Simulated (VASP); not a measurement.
Level of theory: PBE GGA, VASP's PBE PAW potentials (set 64) (plane waves; VASP 6.6.1).

A VASP calculation is set up with these files.

**INCAR**
```
# general
SYSTEM  = Ni3Si
PREC    = Accurate
ENCUT   = 500
LREAL   = .FALSE.
LASPH   = .TRUE.

# electronic loop
EDIFF   = 1E-6
NELM    = 100
ALGO    = Normal
LMAXMIX = 4

# smearing
ISMEAR  = 1
SIGMA   = 0.1

# functional
GGA     = PE

# ions
IBRION  = 2
NSW     = 40
ISIF    = 3
EDIFFG  = -0.02
PSTRESS = 450

# output
LWAVE   = .FALSE.
LCHARG  = .FALSE.
```

File KPOINTS:
```
Automatic mesh
0
Gamma
9 9 9
0 0 0
```

### POSCAR
```
Ni3Si
1
    3.3365418720     0.0000000000     0.0000000000
   -0.0000000000     3.3365418720     0.0000000000
    0.0000000000     0.0000000000     3.3365418720
Si Ni
1 3
Direct
  0.0000000000   0.0000000000   0.0000000000
  0.0000000000   0.5000000000   0.5000000000
  0.5000000000   0.0000000000   0.5000000000
  0.5000000000   0.5000000000   0.0000000000
```

POTCAR, in this order: Si Ni (PBE.64 set). Program: vasp_std.

What VASP printed:

**OSZICAR**
```
       N       E                     dE             d eps       ncg     rms          rms(c)
DAV:   1     0.203341859150E+03    0.20334E+03   -0.15454E+04  1478   0.218E+03
DAV:   2    -0.153370100671E+02   -0.21868E+03   -0.21068E+03  1470   0.376E+02
DAV:   3    -0.265695793705E+02   -0.11233E+02   -0.10807E+02  1600   0.114E+02
DAV:   4    -0.268149172458E+02   -0.24534E+00   -0.24216E+00  1710   0.150E+01
DAV:   5    -0.268236244514E+02   -0.87072E-02   -0.86902E-02  1822   0.271E+00    0.235E+01
DAV:   6    -0.254746220579E+02    0.13490E+01   -0.47362E+01  1699   0.117E+02    0.142E+01
DAV:   7    -0.230759853626E+02    0.23986E+01   -0.13201E+01  1618   0.630E+01    0.581E+00
DAV:   8    -0.229741307783E+02    0.10185E+00   -0.51258E-01  1742   0.729E+00    0.154E+00
DAV:   9    -0.229585109314E+02    0.15620E-01   -0.28497E-02  2082   0.241E+00    0.579E-01
DAV:  10    -0.229564529705E+02    0.20580E-02   -0.38305E-03  1963   0.508E-01    0.146E-01
DAV:  11    -0.229563966062E+02    0.56364E-04   -0.40258E-04  2103   0.253E-01    0.550E-02
DAV:  12    -0.229563758942E+02    0.20712E-04   -0.59321E-05  1699   0.100E-01    0.148E-02
DAV:  13    -0.229563760111E+02   -0.11692E-06   -0.66166E-06  1630   0.203E-02
   1 F= -.12523797E+02 E0= -.12523957E+02  d E =-.125238E+02
```

**OUTCAR**
```
------------------------ aborting loop because EDIFF is reached ----------------------------------------
  FORCE on cell =-STRESS in cart. coord.  units (eV):
  Direction    XX          YY          ZZ          XY          YZ          ZX
  --------------------------------------------------------------------------------------
  Total       10.3937504     10.3937504     10.3937504     -0.0000000      0.0000000      0.0000000
  in kB      448.3251772    448.3251772    448.3251772     -0.0000000      0.0000000      0.0000000
  external PRESSURE =      -1.6748228 kB  Pullay stress =     450.0000000 kB
  volume of cell :       37.14
      direct lattice vectors                 reciprocal lattice vectors
     3.336541872  0.000000000  0.000000000     0.299711509  0.000000000  0.000000000
     0.000000000  3.336541872  0.000000000     0.000000000  0.299711509  0.000000000
     0.000000000  0.000000000  3.336541872     0.000000000  0.000000000  0.299711509
 POSITION                                       TOTAL-FORCE (eV/Angst)
 -----------------------------------------------------------------------------------
      0.00000      0.00000      0.00000         0.000000      0.000000      0.000000
      0.00000      1.66827      1.66827         0.000000      0.000000      0.000000
      1.66827      0.00000      1.66827         0.000000      0.000000      0.000000
      1.66827      1.66827      0.00000         0.000000      0.000000      0.000000
 -----------------------------------------------------------------------------------
    total drift:                                0.000000     -0.000000     -0.000000
  FREE ENERGIE OF THE ION-ELECTRON SYSTEM (eV)
  ---------------------------------------------------
  free  energy   TOTEN  =       -22.9563760111 eV

  energy  without entropy=      -22.9568539591  energy(sigma->0) =      -22.95653533
  enthalpy is  TOTEN    =       -12.5237973103 eV   P V=       10.4325787007

 reached required accuracy - stopping structural energy minimisation
```
(Selected blocks of OUTCAR.)

File OUTCAR:
```
 val. band max:       13.0227103424   @ k =   0.1111   0.1111   0.0000

 cond. band min:      13.0585393149   @ k =   0.4444   0.4444   0.3333


 Fermi energy:        13.0468657779

 k-point     1 :       0.0000    0.0000    0.0000
  band No.  band energies     occupation
      1      -0.1142      2.00000
      2       7.1365      2.00000
      3       8.0224      2.00000
      4       8.0224      2.00000
      5       8.6532      2.00000
      6       8.6532      2.00000
      7       8.6532      2.00000
      8      11.1304      2.00000
      9      11.1304      2.00000
     10      11.1304      2.00000
     11      11.9944      2.00000
     12      11.9944      2.00000
     13      11.9944      2.00000
     14      12.2898      2.00000
     15      12.2898      2.00000
     16      12.7045      2.00001
     17      13.1135      0.10514
     18      13.1135      0.10514
     19      13.1135      0.10514
     20      19.3802      0.00000
     21      20.1161      0.00000

 k-point     2 :       0.1111    0.0000    0.0000
  band No.  band energies     occupation
      1       0.0493      2.00000
      2       7.1842      2.00000
      3       7.8292      2.00000
      4       8.1438      2.00000
      5       8.6492      2.00000
      6       8.6492      2.00000
      7       8.7048      2.00000
      8      10.8458      2.00000
      9      10.8458      2.00000
     10      11.0711      2.00000
     11      11.5388      2.00000
     12      12.0908      2.00000
     13      12.0908      2.00000
     14      12.2929      2.00000
     15      12.2943      2.00000
     16      12.6291      2.00000
     17      13.1137      0.10367
     18      13.4342     -0.00000
     19      13.4342     -0.00000
     20      19.5837      0.00000
     21      20.0487      0.00000

 k-point     3 :       0.2222    0.0000    0.0000
  band No.  band energies     occupation
      1       0.5281      2.00000
      2       6.8095      2.00000
      3       7.6759      2.00000
...
```

The compound is Ni3Si in the L1_2 structure. It was relaxed first under an external pressure of 45 GPa. The run is not spin-polarised, so no magnetic state was tried.
